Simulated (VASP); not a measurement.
Given:

```
CELL_PARAMETERS angstrom
      5.56318     0.00000     0.00000
      0.00000     2.97685     0.00000
      0.00000     0.00000     4.14724
ATOMIC_POSITIONS crystal
  Mn 0.17588 0.25000 0.12083
  Mn 0.32412 0.75000 0.62083
  Mn 0.67588 0.25000 0.37917
  Mn 0.82412 0.75000 0.87917
  B  0.03410 0.25000 0.61280
  B  0.46590 0.75000 0.11280
  B  0.53410 0.25000 0.88720
  B  0.96590 0.75000 0.38720
```
Starting moments (μB, in the order of the record's atoms Mn Mn Mn Mn B B B B): 4.0 4.0 4.0 4.0 0.0 0.0 0.0 0.0.

Level of theory: PBEsol GGA, VASP's PBE PAW potentials (set 64) (plane waves; VASP). Numerical set-up: 400 eV cut-off, 3×5×4 Γ-centred mesh, Gaussian smearing of 0.10 eV, potentials Mn_pv B.

At this cut-off the stress carries a Pulay error, which pulls relaxed volumes low. The moments were started parallel, and other spin orders were not tried in this run.

Task: Predict the cell moment, energy per atom (σ→0), pressure, largest force, band gap (on the k-mesh) with the smallest direct gap where there is one.

Result: 
The band gap (on the k-mesh) is none (metal, semimetal or under 0.01 eV) and the cell moment is 7.72 μB. The energy per atom (σ→0) comes out as -8.890 eV/atom. The pressure is -15.08 GPa and the largest force is 0.00692 Ry/bohr.

Task: Give the moment on each site (PAW-sphere projection).

Result: 
```csv
site,moment (μB)
Mn1,2.01
Mn2,2.01
Mn3,2.01
Mn4,2.01
B5,-0.09
B6,-0.09
B7,-0.09
B8,-0.09
```

The structure comes from a measured MnB entry of the Crystallography Open Database, whose conditions weren't checked. The cell was not relaxed at this level. The k-mesh is coarse (spacing up to 0.42 per Å, 2π included), so the numbers may not be converged in it.
